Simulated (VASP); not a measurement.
Write the native input for VASP 6.6.1 that does the following.

```
Task                   : single point
Functional             : PBE
Potentials or basis    : VASP PAW PBE potentials, release 64 (Ru_pv, Br)
Cutoff                 : 520 eV
k mesh                 : 6 × 6 × 6
Occupations            : gaussian, width 0.05 eV
Spin                   : collinear spin, ferromagnetic start
Starting moments       : [1.0, 0.0, 0.0] μB
Hubbard terms          : Ru d U = 6 eV
Further INCAR settings : ALGO = Normal; EDIFF = 1e-06; NBANDS = 25
```

The structure of RuBr2 lies in POSCAR:

```
RuBr2
1.0
    1.9394384800      1.1197353300      5.8636529700
   -1.9394384800      1.1197353300      5.8636529700
    0.0000000000     -2.2394706600      5.8636529700
Ru Br
1 2
Direct
    0.0000000000      0.0000000000      0.0000000000
    0.2520000000      0.2520000000      0.2520000000
    0.7480000000      0.7480000000      0.7480000000
```

The cell was built by a generator and needn't be a form met in nature.

These files were run (other wordings do the same):

INCAR

```
PREC = Accurate ; ENCUT = 520
EDIFF = 1E-6 ; ISMEAR = 0
SIGMA = 0.05 ; LREAL = False
LASPH = True ; NELM = 80
ALGO = Normal ; ISIF = 2
LWAVE = False ; LCHARG = False
ISPIN = 2 ; MAGMOM = 1 0 0
LORBIT = 11 ; LMAXMIX = 4
LDAU = True ; LDAUTYPE = 2
LDAUL = 2 -1 ; LDAUU = 6 0
LDAUJ = 0 0 ; LDAUPRINT = 1
GGA = PE ; NBANDS = 25
```

KPOINTS

```
Automatic mesh
0
Gamma
  6 6 6
```

Potentials or basis: VASP PAW PBE potentials, release 64 (Ru_pv, Br).

Launch:

```console
$ cat potpaw_PBE.64/Ru_pv/POTCAR potpaw_PBE.64/Br/POTCAR > POTCAR
$ mpirun -np 1 vasp_std > vasp.out
```

It gave:

* Pressure: -1.2 GPa
* Largest force: 0.427 eV/Å
* Band gap on the k mesh: 3.37 eV, indirect (least direct gap 3.38 eV)
* Net moment: 0.00 μB per cell
* Valence electrons inside the program's atomic spheres: Ru 12.35; Br 4.87

It took 4.8 min on 1 thread of Intel(R) Xeon(R) 6975P-C (Granite Rapids) (shared host), peak memory 0.46 GiB.
